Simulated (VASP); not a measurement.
A VASP calculation is set up with these files.

**INCAR**
```
ALGO=Normal
EDIFF=1E-7
ENCUT=400
GGA=PS
ISIF=2
ISMEAR=-5
LASPH=T
LCHARG=T
LMAXMIX=4
LORBIT=11
LREAL=F
LWAVE=F
NEDOS=601
NELM=100
PREC=Accurate
SYSTEM=YSi
```

KPOINTS:
```
Automatic
0
G
 13 13 10
0 0 0
```

POSCAR:
```
YSi
1
    3.5553034235    -0.0000000000     0.0000000000
   -1.7776517117     3.0789835426    -0.0000000000
    0.0000000000     0.0000000000     4.1930351433
Y Si
1 1
Direct
  0.0000000000   0.0000000000   1.0000000000
  0.6666670000   0.3333330000   0.5000000000
```

POTCAR, in this order: Y_sv Si (PBE.64 set). Program: vasp_std.

Question: Translate this PBEsol calculation to Quantum ESPRESSO's pw.x.

Answer: One equivalent input (not run):
```
&CONTROL
  calculation = 'scf'
  pseudo_dir = './pseudo'
  outdir = './out'
  tprnfor = .true.
  tstress = .true.
/
&SYSTEM
  ibrav = 0
  nat = 2
  ntyp = 2
  ecutwfc = 72
  occupations = 'tetrahedra'
  input_dft = 'pbesol'
/
&ELECTRONS
  conv_thr = 7.3e-09
  electron_maxstep = 100
/
ATOMIC_SPECIES
  Y 88.906 Y.upf
  Si 28.085 Si.upf
CELL_PARAMETERS angstrom
     3.5553034   -0.0000000    0.0000000
    -1.7776517    3.0789835   -0.0000000
     0.0000000    0.0000000    4.1930351
ATOMIC_POSITIONS crystal
  Y    0.0000000  0.0000000  1.0000000
  Si   0.6666670  0.3333330  0.5000000
K_POINTS automatic
  13 13 10 0 0 0
```
Limits of the translation: the potentials are each code's own (VASP's PAW set, PseudoDojo norm-conserving files in pw.x), so ENCUT and ecutwfc are chosen apart and not converted; conv_thr bounds pw.x's estimated SCF error, while EDIFF bounds the energy change between steps.

The structure was generated: YSi was put into the WC type (P-6m2), which need not be its known phase. It was relaxed first.
